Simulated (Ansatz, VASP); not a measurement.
**Two plane-wave programs on Bi3B5**

INCAR

```
PREC = Accurate
ENCUT = 520
EDIFF = 1E-6
ISMEAR = 0
SIGMA = 0.1
LREAL = F
LASPH = T
NELM = 100
ALGO = Normal
ISIF = 2
LWAVE = F
LCHARG = F
GGA = PE
NBANDS = 40
```

Contents of KPOINTS:

```
regular mesh
0
Gamma
  4 4 4
```

POSCAR

```
Bi3B5
1.0
   -3.1694731900      3.1694731900      3.1694731900
    3.1694731900     -3.1694731900      3.1694731900
    3.1694731900      3.1694731900     -3.1694731900
B Bi
5 3
Direct
    0.0000000000      0.0000000000      0.0000000000
    0.0000000000      0.0000000000      0.5000000000
    0.0000000000      0.5000000000      0.0000000000
    0.5000000000      0.0000000000      0.0000000000
    0.5000000000      0.5000000000      0.5000000000
    0.0000000000      0.5000000000      0.5000000000
    0.5000000000      0.5000000000      0.0000000000
    0.5000000000      0.0000000000      0.5000000000
```

Input for Ansatz:

```yaml
crystal:
  lattice:
    - [-3.16947319, 3.16947319, 3.16947319]
    - [3.16947319, -3.16947319, 3.16947319]
    - [3.16947319, 3.16947319, -3.16947319]
  atoms:
    - { symbol: B, position: [0.0, 0.0, 0.0] }
    - { symbol: B, position: [0.0, 0.0, 0.5] }
    - { symbol: B, position: [0.0, 0.5, 0.0] }
    - { symbol: B, position: [0.5, 0.0, 0.0] }
    - { symbol: B, position: [0.5, 0.5, 0.5] }
    - { symbol: Bi, position: [0.0, 0.5, 0.5] }
    - { symbol: Bi, position: [0.5, 0.5, 0.0] }
    - { symbol: Bi, position: [0.5, 0.0, 0.5] }
basis:
  ecutwfc: 420
kpoints:
  mp_grid: { grid: [4, 4, 4] }
hamiltonian:
  xc: pbe
scf:
  occupations: { method: gaussian, width: 0.1 }
  lower_state_search: "off"
output:
  forces: true
  stress: true
  eigenvalues: true
```

Change from the starting cell: species swapped into the Fe5Co3 type (Im-3m, No. 229).

Alike in both runs: task single point; functional PBE; k mesh 4 × 4 × 4; occupations gaussian, width 0.1 eV; no spin polarisation.

|  | VASP | Ansatz |
| --- | --- | --- |
| version | VASP 6.6.1 | Ansatz 0.2.0 |
| potentials or method | VASP PAW PBE potentials, release 64 (B, Bi_d) | scalar-relativistic, plane waves, PAW |
| plane-wave cutoff (eV) | 520 | 420 |
| valence electrons in the cell | 60 | 60 |

|  | VASP | Ansatz | Ansatz less VASP |
| --- | --- | --- | --- |
| gap on the k mesh at the Fermi level (eV) | none | none | - |
| pressure (GPa) | 3.1 | 3.1 | +0.01 |

A gap of «none» marks a metal or a gap that the smearing closes.

Caveats: spin-orbit coupling is left out, which moves the levels of the heavy elements.
